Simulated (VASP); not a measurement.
# GaBrF₂: harmonic vibrations of a molecule

GaBrF₂, molecule in box, 4 atoms in the cell. PBE, harmonic vibrations; PAW potentials F, Ga_d, Br (PBE set).

## Input

INCAR.step1:
```
SYSTEM = GaBrF2
PREC     = Accurate       ! precision mode
ENCUT    = 400            ! plane-wave cutoff, eV
EDIFF    = 1E-8           ! SCF threshold, eV
ISMEAR   = 0              ! smearing method
SIGMA    = 0.01           ! smearing width, eV
ISYM     = 0            
LREAL    = .False.        ! projectors in reciprocal space
LASPH    = .True.         ! aspherical terms in the spheres
NELM     = 100            ! most SCF steps
ALGO     = Normal         ! electronic algorithm
LWAVE    = .False.        ! write WAVECAR
LCHARG   = .False.        ! write CHGCAR
IBRION   = 2              ! ionic algorithm
NSW      = 60             ! ionic steps
ISIF     = 2              ! what is computed and relaxed
EDIFFG   = -0.002         ! ionic threshold
POTIM    = 0.5            ! step
```

INCAR.step2, as INCAR.step1 but for:
```
- IBRION = 2
- NSW = 60
- ISIF = 2
- EDIFFG = -0.002
- POTIM = 0.5
+ IBRION = 5
+ NFREE = 2
+ POTIM = 0.015
+ NSW = 1
```

KPOINTS:
```
k-points
0
Gamma
  1 1 1
```

POSCAR.step1:
```
GaBrF2
1.0
   12.0000000000      0.0000000000      0.0000000000
    0.0000000000     11.0000000000      0.0000000000
    0.0000000000      0.0000000000     13.0000000000
F Ga Br
2 1 1
Direct
    0.4022541700      0.4398363600      0.6226923100
    0.6093625000      0.4246909100      0.5033846200
    0.4729208300      0.4750090900      0.5105076900
    0.3928041700      0.5791272700      0.3825384600
```

Commands (each step's output is kept before the next begins):
```
cat potpaw_PBE.64/F/POTCAR potpaw_PBE.64/Ga_d/POTCAR potpaw_PBE.64/Br/POTCAR > POTCAR
cp INCAR.step1 INCAR
cp POSCAR.step1 POSCAR
mpirun -np 4 vasp_gam > vasp.out
cp CONTCAR POSCAR
cp INCAR.step2 INCAR
mpirun -np 4 vasp_gam > vasp.out
```

## Result

- Vibrations (cm⁻¹; a negative value is imaginary): 679, 648, 306, 175, 160, 120
- Zero-point energy (eV): 0.129
- Translations and rotations, which should read zero (cm⁻¹): -5, -3, -1, 9, 14, 22
- Vibrational entropy at 298 K (meV/K): 0.439
- Displaced cells: 24
- Ionic steps, all stages: 41
- Electronic steps, all stages: 754

VASP 6.6.1 took 1456 s on 4 cores (AMD EPYC 7R13 (Zen 3)), a shared host.
